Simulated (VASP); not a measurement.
A convergence study with VASP on BN (hex): one setting is varied, all else stays as given below, so the limit is that of these other settings.

```xyz
4
Lattice="1.2520 -2.1685 0.0000 1.2520 2.1685 0.0000 0.0000 0.0000 6.6600" Properties=species:S:1:pos:R:3 pbc="T T T"
B      1.2520     0.7228     1.6650
B      1.2520    -0.7228     4.9950
N      1.2520    -0.7228     1.6650
N      1.2520     0.7228     4.9950
```

Level of theory: LDA (Ceperley-Alder, Perdew-Zunger), VASP's LDA PAW potentials (set 64) (plane waves; VASP). The tightest run used: 700 eV cut-off, 8×8×3 Γ-centred mesh, Gaussian smearing of 0.010 eV, potentials B N.

| setting | highest Γ mode (cm⁻¹) | plane waves |
|---|---|---|
| ENCUT = 300 | 1366.8 | 451 |
| ENCUT = 400 | 1349.3 | 672 |
| ENCUT = 500 | 1349.0 | 938 |

These are the cheaper rows. Estimate the results at ENCUT = 700, and how far the last row shown lies from them.

| quantity | tightest run | last row shown is off by |
|---|---|---|
| highest Γ mode (cm⁻¹) | 1349.6 | -0.7 |

Left out are rungs that failed or repeat a setting and relaxations that didn't move; long series are thinned to 24 rows.

The compound is BN in the hex structure. The cell was not relaxed at this level.
